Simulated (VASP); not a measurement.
VASP input:

### KPOINTS
```
kpoints
0
G
5 5 5
```

### INCAR
```
SYSTEM = Na2S
PREC = Accurate; ENCUT = 400; LREAL = F
LASPH = T
EDIFF = 1E-8; NELM = 100; ALGO = Normal
ISMEAR = 0; SIGMA = 0.05
GGA = PS
IBRION = 1; NSW = 30; ISIF = 2
EDIFFG = -0.001
LWAVE = F; LCHARG = F
```

POSCAR:
```
Na2S
1.0
  0.0000000000   3.2494931774   3.2494931774
  3.2494931774   0.0000000000   3.2494931774
  3.2494931774   3.2494931774   0.0000000000
Na S
2 1
Cartesian
  1.6247465887   1.6247465887   1.6247465887
  4.8742397661   4.8742397661   4.8742397661
  3.2494931774   0.0000000000   3.2494931774
```

POTCAR, in this order: Na_pv S (PBE.64 set). Program: vasp_std.

Question: Translate this PBEsol calculation to Quantum ESPRESSO's pw.x.

Answer: One equivalent input (not run):
```
&CONTROL
  calculation = 'relax'
  pseudo_dir = './pseudo'
  outdir = './out'
  tprnfor = .true.
  tstress = .true.
  nstep = 30
  forc_conv_thr = 3.9e-05
/
&SYSTEM
  ibrav = 0
  nat = 3
  ntyp = 2
  ecutwfc = 88
  occupations = 'smearing'
  smearing = 'gaussian'
  degauss = 0.003675
  input_dft = 'pbesol'
/
&ELECTRONS
  conv_thr = 7.3e-10
  electron_maxstep = 100
/
&IONS
/
ATOMIC_SPECIES
  Na 22.990 Na.upf
  S 32.060 S.upf
CELL_PARAMETERS angstrom
     0.0000000    3.2494932    3.2494932
     3.2494932    0.0000000    3.2494932
     3.2494932    3.2494932   -0.0000000
ATOMIC_POSITIONS crystal
  Na   0.2500000  0.2500000  0.2500000
  Na   0.7500000  0.7500000  0.7500000
  S    0.0000000  1.0000000  0.0000000
K_POINTS automatic
  5 5 5 0 0 0
```
What does not carry over: the potentials are each code's own (VASP's PAW set, PseudoDojo norm-conserving files in pw.x), so ENCUT and ecutwfc are chosen apart and not converted; conv_thr bounds pw.x's estimated SCF error, while EDIFF bounds the energy change between steps; forc_conv_thr acts on force components and is met together with etot_conv_thr.

The compound is Na2S in the antifluorite structure. It was relaxed first. The start is the result of an earlier pass.
